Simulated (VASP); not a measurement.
Level of theory: PBEsol GGA, VASP's PBE PAW potentials (set 64) (plane waves; VASP).

VASP ran on this input.

**KPOINTS**
```
Automatic mesh
0
G
  13 13 13
```

**INCAR**
```
ALGO = Normal   ! blocked Davidson
ENCUT = 520
LWAVE = .False.
LMAXMIX = 4   ! l cut-off of mixed one-centre charges
PREC = Accurate
LCHARG = .False.
LASPH = .True.   ! aspherical one-centre terms
LREAL = .False.   ! projection in real space or not
SIGMA = 0.1   ! width (eV)
GGA = PS   ! PBEsol
EDIFF = 1E-7   ! SCF stop (eV)
ISIF = 2
NELM = 100
ISMEAR = 1
SYSTEM = CoGa
```

File POSCAR:
```
CoGa
1
    2.7830278665     0.0000000000     0.0000000000
    0.0000000000     2.7830278665     0.0000000000
    0.0000000000     0.0000000000     2.7830278665
Ga Co
1 1
Direct
  0.5000000000   0.5000000000   0.5000000000
  0.0000000000   0.0000000000   0.0000000000
```

POTCAR, in this order: Ga_d Co (PBE.64 set). Program: vasp_std.

The resulting files:

### OSZICAR
```
       N       E                     dE             d eps       ncg     rms          rms(c)
DAV:   1     0.948927633928E+02    0.94893E+02   -0.10798E+04  2728   0.266E+03
DAV:   2    -0.826862723126E+01   -0.10316E+03   -0.10083E+03  2632   0.356E+02
DAV:   3    -0.128448424530E+02   -0.45762E+01   -0.45595E+01  2884   0.804E+01
DAV:   4    -0.129135093778E+02   -0.68667E-01   -0.68658E-01  3431   0.919E+00
DAV:   5    -0.129151273382E+02   -0.16180E-02   -0.16180E-02  3133   0.119E+00    0.112E+01
DAV:   6    -0.135316290867E+02   -0.61650E+00   -0.22867E+01  2901   0.669E+01    0.102E+01
DAV:   7    -0.117577237913E+02    0.17739E+01   -0.86596E+00  2674   0.500E+01    0.226E+00
DAV:   8    -0.117234005588E+02    0.34323E-01   -0.26377E-01  3070   0.618E+00    0.635E-01
DAV:   9    -0.117166498813E+02    0.67507E-02   -0.18055E-02  3635   0.223E+00    0.130E-01
DAV:  10    -0.117162821346E+02    0.36775E-03   -0.58378E-04  3535   0.375E-01    0.682E-02
DAV:  11    -0.117162635591E+02    0.18575E-04   -0.87704E-05  3548   0.163E-01    0.113E-02
DAV:  12    -0.117162634467E+02    0.11242E-06   -0.35483E-06  3223   0.310E-02    0.131E-03
DAV:  13    -0.117162634426E+02    0.40995E-08   -0.22260E-07  2625   0.656E-03
   1 F= -.11716263E+02 E0= -.11716648E+02  d E =0.115385E-02
```

### OUTCAR
```
------------------------ aborting loop because EDIFF is reached ----------------------------------------
  FORCE on cell =-STRESS in cart. coord.  units (eV):
  Direction    XX          YY          ZZ          XY          YZ          ZX
  --------------------------------------------------------------------------------------
  Total        1.9137797      1.9137797      1.9137797     -0.0000000     -0.0000000      0.0000000
  in kB      142.2492118    142.2492118    142.2492118     -0.0000000     -0.0000000      0.0000000
  external PRESSURE =     142.2492118 kB  Pullay stress =       0.0000000 kB
  volume of cell :       21.56
      direct lattice vectors                 reciprocal lattice vectors
     2.783027866  0.000000000  0.000000000     0.359320872  0.000000000  0.000000000
     0.000000000  2.783027866  0.000000000     0.000000000  0.359320872  0.000000000
     0.000000000  0.000000000  2.783027866     0.000000000  0.000000000  0.359320872
 POSITION                                       TOTAL-FORCE (eV/Angst)
 -----------------------------------------------------------------------------------
      1.39151      1.39151      1.39151         0.000000      0.000000      0.000000
      0.00000      0.00000      0.00000         0.000000      0.000000      0.000000
 -----------------------------------------------------------------------------------
    total drift:                                0.000000      0.000000     -0.000000
  FREE ENERGIE OF THE ION-ELECTRON SYSTEM (eV)
  ---------------------------------------------------
  free  energy   TOTEN  =       -11.7162634426 eV

  energy  without entropy=      -11.7174172924  energy(sigma->0) =      -11.71664806
```
(Selected blocks of OUTCAR.)

The compound is CoGa in the CsCl type structure. This cell is one point of a volume scan, at 0.94 of the reference volume. The run is not spin-polarised, so no magnetic state was tried.
